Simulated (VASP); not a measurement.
Consider the following.

```
CELL_PARAMETERS angstrom
     -1.65446     1.65446     1.65446
      1.65446    -1.65446     1.65446
      1.65446     1.65446    -1.65446
ATOMIC_POSITIONS crystal
  Nb 0.00000 0.00000 0.00000
```

Method: PBE GGA, VASP's PBE PAW potentials (set 64) (plane waves; VASP). Settings: 500 eV cut-off, 15×15×15 Γ-centred mesh, first-order Methfessel-Paxton smearing of 0.10 eV, potentials Nb_sv.

Problem. Estimate the energy per atom (σ→0), band gap (on the k-mesh) with the smallest direct gap where there is one.

Solution. 
- band gap (on the k-mesh): none (metal, semimetal or under 0.01 eV)
- energy per atom (σ→0): -10.214 eV/atom

The absolute energy has meaning only against runs of the same code, potentials and settings.

The compound is Nb in the bcc structure. It was relaxed first.
